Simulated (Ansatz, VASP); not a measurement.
# Two plane-wave programs on B12Ru

INCAR

```
PREC = Accurate ; ENCUT = 600
EDIFF = 1E-7 ; ISMEAR = 0
SIGMA = 0.1 ; LREAL = F
LASPH = T ; NELM = 60
ALGO = Normal ; ISIF = 3
LWAVE = F ; LCHARG = F
GGA = PE ; IBRION = 2
NSW = 100 ; EDIFFG = -0.01
```

KPOINTS

```
Automatic mesh
0
Gamma
  8 8 8
```

POSCAR

```
B12Ru
1.0
    4.4897323526      0.0000000000      0.0000000000
    0.0000000000      4.4897323526      0.0000000000
    0.0000000000      0.0000000000      4.4897323526
B Ru
12 1
Direct
    0.5000000000      0.7917173859      0.7917173859
    0.5000000000      0.2082826141      0.7917173859
    0.5000000000      0.7917173859      0.2082826141
    0.5000000000      0.2082826141      0.2082826141
    0.7917173859      0.5000000000      0.7917173859
    0.7917173859      0.5000000000      0.2082826141
    0.2082826141      0.5000000000      0.7917173859
    0.2082826141      0.5000000000      0.2082826141
    0.7917173859      0.7917173859      0.5000000000
    0.2082826141      0.7917173859      0.5000000000
    0.7917173859      0.2082826141      0.5000000000
    0.2082826141      0.2082826141      0.5000000000
    0.0000000000      0.0000000000      0.0000000000
```

Input for Ansatz:

```yaml
crystal:
  lattice:
    - [4.4897323526, 0.0, 0.0]
    - [0.0, 4.4897323526, 0.0]
    - [0.0, 0.0, 4.4897323526]
  atoms:
    - { symbol: B, position: [0.5, 0.7917173859, 0.7917173859] }
    - { symbol: B, position: [0.5, 0.2082826141, 0.7917173859] }
    - { symbol: B, position: [0.5, 0.7917173859, 0.2082826141] }
    - { symbol: B, position: [0.5, 0.2082826141, 0.2082826141] }
    - { symbol: B, position: [0.7917173859, 0.5, 0.7917173859] }
    - { symbol: B, position: [0.7917173859, 0.5, 0.2082826141] }
    - { symbol: B, position: [0.2082826141, 0.5, 0.7917173859] }
    - { symbol: B, position: [0.2082826141, 0.5, 0.2082826141] }
    - { symbol: B, position: [0.7917173859, 0.7917173859, 0.5] }
    - { symbol: B, position: [0.2082826141, 0.7917173859, 0.5] }
    - { symbol: B, position: [0.7917173859, 0.2082826141, 0.5] }
    - { symbol: B, position: [0.2082826141, 0.2082826141, 0.5] }
    - { symbol: Ru, position: [0.0, 0.0, 0.0] }
basis:
  ecutwfc: 420
kpoints:
  mp_grid: { grid: [8, 8, 8] }
hamiltonian:
  xc: pbe
scf:
  occupations: { method: gaussian, width: 0.1 }
output:
  forces: true
  stress: true
  eigenvalues: true
relax:
  adjacent_minimum: "off"
  f_tol: 0.01
  max_steps: 80
  cell: { stress_tol: 0.05 }
```

Alike in both runs: task relaxation of cell and atoms; functional PBE; k mesh 8 × 8 × 8; occupations gaussian, width 0.1 eV; no spin polarisation.

|  | VASP | Ansatz |
| --- | --- | --- |
| version | VASP 6.6.1 | Ansatz 0.2.0 |
| potentials or method | VASP PAW PBE potentials, release 64 (B, Ru_pv) | scalar-relativistic, plane waves, PAW |
| plane-wave cutoff (eV) | 600 | 420 |
| valence electrons in the cell | 50 | 52 |

```tsv
	VASP	Ansatz	Ansatz less VASP
gap on the k mesh at the Fermi level, each at its own relaxed structure (eV)	none	none	-
relaxed volume (Å³/atom)	6.95	6.95	+0.003
relaxed cell length with the largest relative difference (Å)	4.486	4.487	+0.0006
```

A gap of «none» marks a metal or a gap that the smearing closes. The two sets of potentials don't hold the same shells in valence.
